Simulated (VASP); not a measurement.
# BeCr3 (Pm-3m) in VASP: settings compared

The runs below take BeCr3 through relaxation of cell and atoms, with BLYP, AM05.

All numbers are computed with VASP 6.6.1; they aren't measurements. Logs are shortened: lines on timing, memory, paths and dates and some standing lists are left out, and cuts for length are marked.

## 1. Starting point

The structure is cubic, space group Pm-3m (No. 221). The conventional cell has a = 3.511 Å, b = 3.511 Å, c = 3.511 Å, α = 90.00°, β = 90.00°, γ = 90.00°. Cr (site symmetry 4/mmm) is surrounded by 8 Cr at 2.48 Å and 4 Be at 2.48 Å. Around Be (site symmetry m-3m) lie 12 Cr at 2.48 Å.

The cell comes from a database or a generator and needn't be the stable form of this composition.

## 2. Relaxation of cell and atoms, BLYP, collinear spin, ferromagnetic start

Input file INCAR:

```
PREC     = Accurate       # precision mode
ENCUT    = 600            # plane-wave cutoff, eV
EDIFF    = 1E-7           # SCF threshold, eV
ISMEAR   = -1             # smearing method
SIGMA    = 0.05           # smearing width, eV
LREAL    = False          # projectors in reciprocal space
LASPH    = True           # aspherical terms in the spheres
NELM     = 150            # most SCF steps
ALGO     = Normal         # electronic algorithm
ISIF     = 3              # what is computed and relaxed
LWAVE    = False          # write WAVECAR
LCHARG   = False          # write CHGCAR
ISPIN    = 2              # spin polarisation
MAGMOM   = 3 3 3 0        # initial moments
LORBIT   = 11             # projections on sites
LMAXMIX  = 4              # l up to which the mixer works
GGA      = B5             # functional
ALDAX    = 1.0          
AGGAX    = 1.0          
AGGAC    = 1.0          
ALDAC    = 0.0          
IBRION   = 2              # ionic algorithm
NSW      = 60             # ionic steps
EDIFFG   = -0.005         # ionic threshold
```

Input file KPOINTS:

```
Automatic mesh
0
Gamma
  6 6 6
```

Input file POSCAR:

```
BeCr3
1.0
    3.5112140000      0.0000000000      0.0000000000
    0.0000000000      3.5112140000      0.0000000000
    0.0000000000      0.0000000000      3.5112140000
Cr Be
3 1
Direct
    0.5000000000      0.5000000000      0.0000000000
    0.5000000000      0.0000000000      0.5000000000
    0.0000000000      0.5000000000      0.5000000000
    0.0000000000      0.0000000000      0.0000000000
```

Potentials or basis: VASP PAW PBE potentials, release 64 (Cr_pv, Be).

Launch:

```
$ cat potpaw_PBE.64/Cr_pv/POTCAR potpaw_PBE.64/Be/POTCAR > POTCAR
$ mpirun -np 1 vasp_std > vasp.out
```

OUTCAR:

```text
PREC = Accurate
   ENCUT = 600
   EDIFF = 1E-7
   ISMEAR = -1
   LREAL = False
   LASPH = True
   NELM = 150
   ISIF = 3
   ISPIN = 2
   LORBIT = 11
   GGA = B5
   IBRION = 2
   NSW = 60
   EDIFFG = -0.005

 ion  position               nearest neighbor table
   1  0.500  0.500  0.000-   2 2.48   3 2.48   4 2.48   2 2.48   3 2.48   2 2.48   4 2.48   2 2.48
                             3 2.48   4 2.48   3 2.48   4 2.48
   2  0.500  0.000  0.500-   1 2.48   3 2.48   4 2.48   1 2.48   4 2.48   1 2.48   3 2.48   1 2.48
                             3 2.48   4 2.48   4 2.48   3 2.48
   3  0.000  0.500  0.500-   1 2.48   2 2.48   4 2.48   1 2.48   4 2.48   2 2.48   4 2.48   4 2.48
                             1 2.48   2 2.48   1 2.48   2 2.48
   4  0.000  0.000  0.000-   1 2.48   2 2.48   3 2.48   2 2.48   3 2.48   1 2.48   3 2.48   3 2.48
                             1 2.48   2 2.48   2 2.48   1 2.48

  LATTYP: Found a simple cubic cell.
 ALAT       =     3.5112140000

  Lattice vectors:

 A1 = (   3.5112140000,   0.0000000000,   0.0000000000)
 A2 = (   0.0000000000,   3.5112140000,   0.0000000000)
 A3 = (   0.0000000000,   0.0000000000,   3.5112140000)

Analysis of symmetry for initial positions (statically):
=====================================================================
 Subroutine PRICEL returns:
 Original cell was already a primitive cell.

 Routine SETGRP: Setting up the symmetry group for a
 simple cubic supercell.

 Subroutine GETGRP returns: Found 48 space group operations
 (whereof 48 operations were pure point group operations)
 out of a pool of 48 trial point group operations.

The static configuration has the point symmetry O_h .

Analysis of symmetry for dynamics (positions and initial velocities):
=====================================================================
 Subroutine PRICEL returns:
 Original cell was already a primitive cell.

 Routine SETGRP: Setting up the symmetry group for a
 simple cubic supercell.

 Subroutine GETGRP returns: Found 48 space group operations
 (whereof 48 operations were pure point group operations)
 out of a pool of 48 trial point group operations.

The dynamic configuration has the point symmetry O_h .

Analysis of structural, dynamic, and magnetic symmetry:
=====================================================================
 Subroutine PRICEL returns:
 Original cell was already a primitive cell.

 Routine SETGRP: Setting up the symmetry group for a
 simple cubic supercell.

 Subroutine GETGRP returns: Found 48 space group operations
 (whereof 48 operations were pure point group operations)
 out of a pool of 48 trial point group operations.

The overall configuration has the point symmetry O_h .

 Subroutine INISYM returns: Found 48 space group operations
 (whereof 48 operations are pure point group operations),
 and found     1 'primitive' translations

[... 100 lines left out ...]
   ISYM   =      2    0-nonsym 1-usesym 2-fastsym
   POTIM  = 0.5000    time-step for ionic-motion
   TEBEG  =    0.0;   TEEND  =   0.0 temperature during run
   PSTRESS=    0.0 pullay stress
   NELECT =      38.0000    total number of electrons
   NUPDOWN=      -1.0000    fix difference up-down
   EMIN   =  10.00;   EMAX   =-10.00  energy-range for DOS
   EFERMI =   0.00;   METHOD = LEGACY
   ISMEAR =    -1;   SIGMA  =   0.05  broadening in eV -4-tet -1-fermi 0-gaus
   EFERMI_NEDOS =   21; number of points for ismear=-14 and -15
   IALGO  =     38    algorithm
   IMIX   =      4    mixing-type and parameters
     AMIX     =   0.40;   BMIX     =  1.00
     AMIX_MAG =   1.60;   BMIX_MAG =  1.00
  volume/ion in A,a.u.               =      10.82        73.03
  Fermi-wavevector in a.u.,A,eV,Ry     =   1.567516  2.962176 33.430975  2.457107
  Thomas-Fermi vector in A             =   2.669684
   LORBIT       =     11    0 simple, 1 ext, 2 COOP (PROOUT), +10 PAW based schemes
   GGA     = B5    functional components
   LHFCALC =     F    Hartree Fock is set to
   AEXX    =    0.0000 exact exchange contribution
   IVDW    =     0    specifies the selected vdW correction
   LEPSILON=     F    determine dielectric tensor
   LRPA    =     F    only Hartree local field effects (RPA)
 conjugate gradient relaxation of ions
 spin polarized calculation
  energy-cutoff  :      600.00
  volume of cell :       43.29
 maximum number of plane-waves:      1472
   NGX = 15   NGY = 15   NGZ = 15

--------------------------------------- Ionic step        1  -------------------------------------------

 number of electron      37.9999983 magnetization      -0.0000551

 number of electron      37.9999983 magnetization       0.0000015

 Free energy of the ion-electron system (eV)
  ---------------------------------------------------
  ext. energy  EPLUGINS =         0.00000000
  ---------------------------------------------------
  free energy    TOTEN  =       -27.69200063 eV

  energy without entropy =      -27.66546299  energy(sigma->0) =      -27.67873181

 E-fermi :  10.3202     XC(G=0): -12.4212

 val. band max:       10.3162183420   @ k =   0.1667   0.0000   0.0000
 cond. band min:      10.3618065657   @ k =   0.3333   0.3333   0.0000
 fundamental gap:      0.0455882237
 Fermi energy:        10.3201698288

 spin component 1

 k-point     1 :       0.0000    0.0000    0.0000
  band No.  band energies     occupation
      1     -32.9050      1.00000
      2     -32.9050      1.00000
      3     -32.9050      1.00000
      4     -32.4278      1.00000
      5     -32.4278      1.00000
      6     -32.4278      1.00000
[... 1311 lines left out ...]
 number of electron      37.9999978 magnetization      -0.0000002

 number of electron      37.9999978 magnetization       0.0000002

 Free energy of the ion-electron system (eV)
  ---------------------------------------------------
  ext. energy  EPLUGINS =         0.00000000
  ---------------------------------------------------
  free energy    TOTEN  =       -27.70977309 eV

  energy without entropy =      -27.68268329  energy(sigma->0) =      -27.69622819

 E-fermi :   9.9989     XC(G=0): -12.2898

 val. band max:        9.9956310004   @ k =   0.1667   0.0000   0.0000
 cond. band min:      10.0375987963   @ k =   0.3333   0.3333   0.0000
 fundamental gap:      0.0419677959
 Fermi energy:         9.9989389885

 spin component 1

 k-point     1 :       0.0000    0.0000    0.0000
  band No.  band energies     occupation
      1     -33.2017      1.00000
      2     -33.2017      1.00000
      3     -33.2017      1.00000
      4     -32.7619      1.00000
      5     -32.7619      1.00000
      6     -32.7619      1.00000
[... 1263 lines left out ...]
  FREE ENERGIE OF THE ION-ELECTRON SYSTEM (eV)
  ---------------------------------------------------
  free  energy   TOTEN  =       -27.7097730941 eV

  energy  without entropy=      -27.6826832936  energy(sigma->0) =      -27.69622819

 reached required accuracy - stopping structural energy minimisation

 total charge

# of ion       s       p       d       tot
------------------------------------------
    1        0.387   6.350   4.282  11.019
    2        0.387   6.350   4.282  11.019
    3        0.387   6.350   4.282  11.019
    4        0.439   0.702   0.000   1.142
--------------------------------------------------
tot          1.599  19.752  12.847  34.199

 magnetization (x)

# of ion       s       p       d       tot
------------------------------------------
    1       -0.000  -0.000   0.000   0.000
    2       -0.000  -0.000   0.000   0.000
    3       -0.000  -0.000   0.000   0.000
    4       -0.000   0.000   0.000   0.000
--------------------------------------------------
tot         -0.000   0.000   0.000   0.000
```

Wall time 3.7 min (1 thread of AMD EPYC 7R13 (Zen 3), shared host); peak memory 0.16 GiB.

What came out:

- Free energy: -27.7098 eV
- Relaxed volume: 11.10 Å³/atom
- Relaxed cell: a = 3.541 Å, b = 3.541 Å, c = 3.541 Å, α = 90.00°, β = 90.00°, γ = 90.00°
- Space group after relaxing (to 0.05 Å): Pm-3m (No. 221)
- Energy gained by relaxing: 4.4 meV/atom
- Ionic steps: 3
- Pressure after relaxing: 0.0 GPa
- Band gap on the k mesh: none (metal or under the smearing width)
- Net moment: 0.00 μB per cell
- Valence electrons inside the program's atomic spheres: Cr 11.02; Be 1.14

The path:
```tsv
step	energy change (eV)	largest force (eV/Å)	pressure (GPa)	volume (Å³)
1	0.0000	0.0000	5.27	43.29
2	0.0006	0.0000	-4.94	45.56
3	-0.0178	0.0000	-0.04	44.40
```

Final structure:
```
Cr Be
1.0
     3.54092    0.00000    0.00000
     0.00000    3.54092    0.00000
     0.00000    0.00000    3.54092
Cr Be
3 1
Direct
  0.50000 0.50000 0.00000
  0.50000 0.00000 0.50000
  0.00000 0.50000 0.50000
  0.00000 0.00000 0.00000
```

Caveat: the starting moments collapsed, and a magnetic state may lie lower; the PAW data sets were made with another functional, which shifts forces and pressure a little.

## 3. Relaxation of cell and atoms, AM05, collinear spin, ferromagnetic start

Edit INCAR of step 2 so:

```diff
@@ -16,7 +16,3 @@
 LMAXMIX  = 4              # l up to which the mixer works
-GGA      = B5             # functional
-ALDAX    = 1.0          
-AGGAX    = 1.0          
-AGGAC    = 1.0          
-ALDAC    = 0.0          
+GGA      = AM             # functional
 IBRION   = 2              # ionic algorithm
```

KPOINTS is that of step 2.

POSCAR is that of step 2.

Potentials or basis: VASP PAW PBE potentials, release 64 (Cr_pv, Be).

Launch:

```
$ cat potpaw_PBE.64/Cr_pv/POTCAR potpaw_PBE.64/Be/POTCAR > POTCAR
$ mpirun -np 1 vasp_std > vasp.out
```

Run time: 2.9 min. Hardware: 1 thread of AMD EPYC 7R13 (Zen 3), shared host; peak memory 0.16 GiB.

Results (log left out):

```yaml
Free_energy: -33.4559 eV
Relaxed_volume: 10.39 Å³/atom
Relaxed_cell: a = 3.464 Å, b = 3.464 Å, c = 3.464 Å, α = 90.00°, β = 90.00°, γ = 90.00°
Space_group_after_relaxing_to_0.05_Å: Pm-3m (No. 221)
Energy_gained_by_relaxing: 12.3 meV/atom
Ionic_steps: 6
Pressure_after_relaxing: 0.0 GPa
Band_gap_on_the_k_mesh: none (metal or under the smearing width)
Net_moment: 0.00 μB per cell
Valence_electrons_inside_the_program's_atomic_spheres: Cr 11.13; Be 1.22
```

The path:
| step | energy change (eV) | largest force (eV/Å) | pressure (GPa) | volume (Å³) |
| --- | --- | --- | --- | --- |
| 1 | 0.0000 | 0.0000 | -8.80 | 43.29 |
| 2 | 0.0179 | 0.0000 | 11.91 | 39.67 |
| 3 | -0.0494 | 0.0000 | -0.11 | 41.57 |
| 4 | -0.0494 | 0.0000 | 0.11 | 41.53 |
| 5 | -0.0494 | 0.0000 | -0.11 | 41.57 |
| 6 | -0.0494 | 0.0000 | -0.01 | 41.55 |

Final structure:
```
Cr Be
1.0
     3.46362    0.00000    0.00000
     0.00000    3.46362    0.00000
     0.00000    0.00000    3.46362
Cr Be
3 1
Cartesian
  1.7318 1.7318 0.0000
  1.7318 0.0000 1.7318
  0.0000 1.7318 1.7318
  0.0000 0.0000 0.0000
```

Levels at points of the mesh, in eV from the Fermi level:
Spin up:
```tsv
k point	band 15	band 16	band 17	band 18	band 19	band 20	band 21	band 22	band 23	band 24
(0.00, 0.00, 0.00)	-3.07	-3.07	0.63	0.63	0.63	1.86	1.86	1.86	1.87	1.87
(0.50, 0.00, 0.00)	-2.53	-1.51	-0.76	-0.76	-0.15	-0.12	0.39	0.78	0.78	1.15
(0.50, 0.50, 0.00)	-1.90	-1.79	-1.79	-0.60	-0.60	0.32	0.32	0.41	1.27	1.32
(0.50, 0.50, 0.50)	-0.99	-0.99	-0.85	-0.85	-0.85	0.48	0.48	0.48	1.14	1.24
```
Spin down:
```
           k point  band 17  band 18  band 19  band 20  band 21  band 22
(0.00, 0.00, 0.00)     0.63     0.63     0.63     1.86     1.86     1.86
(0.50, 0.00, 0.00)    -0.76    -0.76    -0.15    -0.12     0.39     0.78
(0.50, 0.50, 0.00)    -1.79    -0.60    -0.60     0.32     0.32     0.41
(0.50, 0.50, 0.50)    -0.85    -0.85    -0.85     0.48     0.48     0.48
```

Caveat: the starting moments collapsed, and a magnetic state may lie lower; the PAW data sets were made with another functional, which shifts forces and pressure a little.
